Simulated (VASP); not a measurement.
Level of theory: LDA (Ceperley-Alder, Perdew-Zunger), VASP's LDA PAW potentials (set 64) (plane waves; VASP).

VASP input:

**KPOINTS**
```
kpoints
0
gamma
  11 11 11
0 0 0
```

### POSCAR
```
PdIn
1
    3.1870650579     0.0000000000     0.0000000000
    0.0000000000     3.1870650579     0.0000000000
    0.0000000000     0.0000000000     3.1870650579
In Pd
1 1
Direct
  0.5000000000   0.5000000000   0.5000000000
  0.0000000000   0.0000000000   0.0000000000
```

### INCAR
```
# general
SYSTEM   =  PdIn
PREC     =  Accurate
ENCUT    =  520
LREAL    =  F
LASPH    =  T

# electronic loop
EDIFF    =  1E-7
NELM     =  100
ALGO     =  Normal
LMAXMIX  =  4

# smearing
ISMEAR   =  1
SIGMA    =  0.1

# ions
ISIF     =  2

# output
LWAVE    =  F
LCHARG   =  F
```

POTCAR, in this order: In_d Pd (LDA.64 set). Program: vasp_std.

Unless said otherwise, spin-orbit coupling is left out, though it shifts the bands of the heavy elements here.

Question: Estimate the energy per atom (σ→0), pressure, band gap (on the k-mesh).

Answer: 
The energy per atom (σ→0) comes out as -5.395 eV/atom, the band gap (on the k-mesh) is none (metal, semimetal or under 0.01 eV) and the pressure comes out as 4.69 GPa.

File OSZICAR:
```
...
DAV:   6    -0.108507355656E+02    0.22393E+00   -0.55505E-01  1974   0.111E+01    0.385E+00
DAV:   7    -0.108010383341E+02    0.49697E-01   -0.84448E-02  2290   0.618E+00    0.168E+00
DAV:   8    -0.107908346125E+02    0.10204E-01   -0.21388E-02  2058   0.144E+00    0.464E-01
DAV:   9    -0.107896438168E+02    0.11908E-02   -0.20456E-03  2226   0.883E-01    0.839E-02
DAV:  10    -0.107896136411E+02    0.30176E-04   -0.57127E-05  2369   0.143E-01    0.398E-02
DAV:  11    -0.107896124208E+02    0.12204E-05   -0.44987E-06  2000   0.228E-02    0.896E-03
DAV:  12    -0.107896124206E+02    0.15598E-09   -0.23727E-07  1956   0.529E-03
   1 F= -.10789612E+02 E0= -.10789235E+02  d E =-.113254E-02
```

The compound is PdIn in the CsCl type structure. This cell is one point of a volume scan, at 0.97 of the reference volume. The electron count is odd and the run is not spin-polarised, which forces a metal.
